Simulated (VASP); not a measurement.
Computed with PBEsol GGA, VASP's PBE PAW potentials (set 64) (plane waves; VASP).

VASP input:

File KPOINTS:
```
Automatic mesh
0
Gamma
7 7 1
0 0 0
```

**POSCAR**
```
LiH(100) slab
1
    2.8113454178     0.0000000000     0.0000000000
    0.0000000000     2.8113454178     0.0000000000
    0.0000000000     0.0000000000    26.5445945787
Li H
6 6
Direct
  0.0000000000   0.5000000000   0.3139064731
  0.5000000000   0.0000000000   0.3874181879
  0.0000000000   0.5000000000   0.4625387249
  0.5000000000   0.0000000000   0.5374612751
  0.0000000000   0.5000000000   0.6125818121
  0.5000000000   0.0000000000   0.6860935269
  0.0000000000   0.5000000000   0.3874520656
  0.5000000000   0.0000000000   0.3121414398
  0.0000000000   0.5000000000   0.5374560561
  0.5000000000   0.0000000000   0.4625439439
  0.0000000000   0.5000000000   0.6878585602
  0.5000000000   0.0000000000   0.6125479344
```

INCAR:
```
! general
SYSTEM = LiH(100) slab
PREC   = Normal
ENCUT  = 450
LREAL  = .FALSE.   ! projection in real space or not
LASPH  = .TRUE.   ! aspherical one-centre terms

! electronic loop
EDIFF  = 1E-6
NELM   = 100
NELMIN = 4
ALGO   = Normal   ! blocked Davidson

! smearing
ISMEAR = 0   ! Gaussian
SIGMA  = 0.05

! functional
GGA    = PS

! output
LWAVE  = .FALSE.
LCHARG = .FALSE.
LORBIT = 11   ! lm-projected
LVHAR  = .TRUE.

! other
LDIPOL = .TRUE.
IDIPOL = 3
DIPOL  = 0.5 0.5 0.5
```

POTCAR, in this order: Li_sv H (PBE.64 set). Program: vasp_std. Read from the step before: WAVECAR.

What does the run give for the energy per atom (σ→0)?

| Property | Value |
|---|---|
| energy per atom (σ→0) | -3.029 eV/atom |

**OSZICAR**
```
       N       E                     dE             d eps       ncg     rms          rms(c)
DAV:   1    -0.363502655937E+02   -0.36350E+02   -0.10118E-06   388   0.538E-03    0.270E-04
DAV:   2    -0.363502655923E+02    0.13811E-08   -0.10335E-07   377   0.251E-03    0.238E-04
DAV:   3    -0.363502655864E+02    0.59281E-08   -0.30486E-08   411   0.152E-03    0.996E-05
DAV:   4    -0.363502655845E+02    0.19654E-08   -0.19756E-08   302   0.115E-03
   1 F= -.36350266E+02 E0= -.36350266E+02  d E =-.345691E-15
```

The cell is a thin slab with vacuum, built from LiH (rock salt): (100) face.
